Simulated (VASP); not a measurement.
Here is the system:

```
CoGa
1.0
    2.85048     0.00000     0.00000
    0.00000     2.85048     0.00000
    0.00000     0.00000     2.85048
Ga Co
1 1
Direct
  0.50000   0.50000   0.50000
  0.00000   0.00000   0.00000
```

All values below come from PBE GGA with D3 dispersion (zero damping), VASP's PBE PAW potentials (set 64) (plane waves; VASP). Settings: 520 eV cut-off, 13×13×13 Γ-centred mesh, first-order Methfessel-Paxton smearing of 0.10 eV, potentials Ga_d Co.

The job: CoGa (CsCl type), 2 atoms, PBE-D3 (zero damping), static run, 520 eV, 13×13×13 Γ-centred mesh. Roughly how much core time does it take on a busy server core?

About 20 core-seconds (one run on a shared machine, a rough figure). It had 84 irreducible k-points, 15 bands, up to 638 plane waves and 14 electronic steps.

The compound is CoGa in the CsCl type structure. It was relaxed first. The run is not spin-polarised, so no magnetic state was tried.
